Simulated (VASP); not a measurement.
Data:

```
TaN
1.0
   -1.45310     1.45310     5.12629
    1.45310    -1.45310     5.12629
    1.45310     1.45310    -5.12629
Ta N
2 2
Direct
  0.74877   0.74877   0.00000
  0.49877   0.99877   0.50000
  0.16723   0.16723   0.00000
  0.91723   0.41723   0.50000
```

Computed with r2SCAN meta-GGA, VASP's PBE PAW potentials (set 64) (plane waves; VASP). Numerical set-up: 520 eV cut-off, 12×12×12 Γ-centred mesh, tetrahedra with Blöchl corrections, potentials Ta_pv N.

The cores are frozen, which limits the accuracy of field gradients.

Q: Give the principal components of the electric field gradient (V/Å²) and the asymmetry η at each nucleus.

A: 
| atom | Vxx | Vyy | Vzz | η |
|---|---|---|---|---|
| Ta1 | 48.3 | 35.0 | -83.3 | 0.16 |
| Ta2 | 48.3 | 35.0 | -83.3 | 0.16 |
| N3 | 11.2 | 1.4 | -12.6 | 0.78 |
| N4 | 11.2 | 1.4 | -12.6 | 0.78 |

The structure was generated: TaN was put into the NbAs type (I4_1md), which need not be its known phase. It was relaxed first, which changed the volume by +23 %.
